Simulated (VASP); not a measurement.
Crystal: ZnS.

```xyz
2
Lattice="0.0000 2.7020 2.7020 2.7020 0.0000 2.7020 2.7020 2.7020 0.0000" Properties=species:S:1:pos:R:3 pbc="T T T"
Zn    1.3510    1.3510    1.3510
S     0.0000    0.0000    0.0000
```

| Property | Result |
| --- | --- |
| Program | VASP 6.6.1 |
| Task | relaxation of cell and atoms |
| Functional | PBE |
| Potentials or basis | VASP PAW PBE potentials, release 64 (Zn, S) |
| Cutoff | 700 eV |
| k mesh | 10 × 10 × 10 |
| Occupations | gaussian, width 0.02 eV |
| Spin | no spin polarisation |

At the start: pressure 1.8 GPa; volume 19.73 Å³/atom.

Q: How do energy, volume and symmetry change on relaxing?

A: Over 3 steps the energy falls by 2.6 meV/atom and the volume is 20.21 Å³/atom (+2.4 %); space group F-43m (No. 216, to 0.05 Å).

Step by step:
```tsv
step	energy change (eV)	largest force (eV/Å)	pressure (GPa)	volume (Å³)
1	0.0000	0.0000	1.78	39.45
2	-0.0047	0.0000	-0.50	40.72
3	-0.0052	0.0000	0.00	40.42
```

Final structure:
```
Zn S
1.0
     0.00000    2.72382    2.72382
     2.72382    0.00000    2.72382
     2.72382    2.72382    0.00000
Zn S
1 1
Direct
  0.25000 0.25000 0.25000
  0.00000 0.00000 0.00000
```
